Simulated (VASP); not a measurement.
Input of a VASP 6.6.1 run:

File INCAR:

```
PREC = Accurate ; ENCUT = 600
EDIFF = 1E-7 ; ISMEAR = 1
SIGMA = 0.1 ; LREAL = F
LASPH = T ; NELM = 80
ALGO = Normal ; ISIF = 4
LWAVE = F ; LCHARG = F
GGA = PS ; IBRION = 2
NSW = 40 ; EDIFFG = -0.01
```

The input KPOINTS:

```
Automatic mesh
0
Gamma
  15 15 7
```

Contents of POSCAR:

```
Hf                                      
1.0
    3.1768927709     -0.0000000000     -0.0000000000
   -1.5884463854      2.7512698447     -0.0000000000
   -0.0000000000      0.0000000000      5.0231503211
  Hf            
     2
Direct
     0.3333333332999970    0.6666666667000030    0.2500000000000000
     0.6666666667000030    0.3333333332999970    0.7500000000000000
```

Potentials or basis: VASP PAW PBE potentials, release 64 (Hf_pv).

Launch:

```sh
$ cat potpaw_PBE.64/Hf_pv/POTCAR > POTCAR
$ mpirun -np 1 vasp_std > vasp.out
```

(1) Estimate the band gap on the k mesh.

Answers

(1) none (metal or under the smearing width).

Caveat: the relaxation stopped at its first step, so nothing moved.
